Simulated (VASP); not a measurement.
Here is a VASP 6.6.1 calculation.

INCAR

```
ALGO = Fast
EDIFF = 1E-4
EDIFFG = -0.08
ENCUT = 520
GGA = PE
IBRION = 2
ISIF = 3
ISMEAR = 0
KPAR = 4
LASPH = True
LCHARG = False
LREAL = False
LWAVE = False
NELM = 60
NSW = 24
PREC = Normal
SIGMA = 0.15
```

Contents of KPOINTS:

```
k-points
0
Gamma
  4 4 4
```

Contents of POSCAR:

```
Lu3AlN4
1.0
   -2.4750000000      2.4750000000      4.9500000000
    2.4750000000     -2.4750000000      4.9500000000
    2.4750000000      2.4750000000     -4.9500000000
Lu Al N
3 1 4
Direct
    0.7500000000      0.2500000000      0.5000000000
    0.2500000000      0.7500000000      0.5000000000
    0.5000000000      0.5000000000      0.0000000000
    0.0000000000      0.0000000000      0.0000000000
    0.7600000000      0.7600000000      0.0000000000
    0.2400000000      0.2400000000      0.0000000000
    0.0000000000      0.5000000000      0.5000000000
    0.5000000000      0.0000000000      0.5000000000
```

Potentials or basis: VASP PAW PBE potentials, release 64 (Lu, Al, N).

Command:

```sh
$ cat potpaw_PBE.64/Lu/POTCAR potpaw_PBE.64/Al/POTCAR potpaw_PBE.64/N/POTCAR > POTCAR
$ mpirun -np 4 vasp_std > vasp.out
```

Question: What does it give for the relaxed volume?

Answer: 12.61 Å³/atom.

Question: Predict the relaxed cell.

Answer: a = 5.645 Å, b = 5.645 Å, c = 5.645 Å, α = 130.78°, β = 130.78°, γ = 72.16°.

Question: What does it give for the band gap on the k mesh?

Answer: 0.34 eV, direct.

Forces in eV/Å, atoms in the order of the input:
```
Lu   0.000  0.000  0.000
Lu   0.000  0.000  0.000
Lu   0.000  0.000  0.000
Al   0.000  0.000  0.000
N    0.000  0.000 -0.011
N    0.000  0.000  0.011
N    0.000  0.000  0.000
N    0.000  0.000  0.000
```

Caveat: the k mesh is coarse (spacing up to 0.45 Å⁻¹), so the values aren't converged; the volume moved by over 15 % at a fixed basis, so the end points are rough; spin-orbit coupling is left out, which moves the levels of the heavy elements. A k mesh can miss the band edges.
